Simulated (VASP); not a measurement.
A cell of HgTe (zinc blende) near equilibrium:

```
CELL_PARAMETERS angstrom
      0.00000     3.25770     3.25770
      3.25770     0.00000     3.25770
      3.25770     3.25770     0.00000
ATOMIC_POSITIONS crystal
  Hg 0.00000 0.00000 0.00000
  Te 0.25000 0.25000 0.25000
```

Calculation: PBEsol GGA, VASP's PBE PAW potentials (set 64) (plane waves; VASP).

```json
[
 {"run": "as it is", "ΔE (meV/atom)": "0.0", "σxx": "0.00", "σyy": "0.00", "σzz": "0.00", "largest shear component, with its sign (GPa)": "0.00", "largest force (eV/Å)": "0.000"},
 {"run": "after one change", "ΔE (meV/atom)": "0.2", "σxx": "0.19", "σyy": "0.26", "σzz": "0.19", "largest shear component, with its sign (GPa)": "0.00", "largest force (eV/Å)": "0.000"}
]
```
Stress is in GPa, positive when the cell is compressed.

Task: Which change was made?
A. atom 1 (Hg) moved by 0.200 Å along z
B. atom 1 (Hg) moved by -0.075 Å along y
C. uniaxial strain of -0.5 % along y
D. atom 1 (Hg) moved by -0.100 Å along y

Result: C, uniaxial strain of -0.5 % along y

The compound is HgTe in the zinc blende structure.
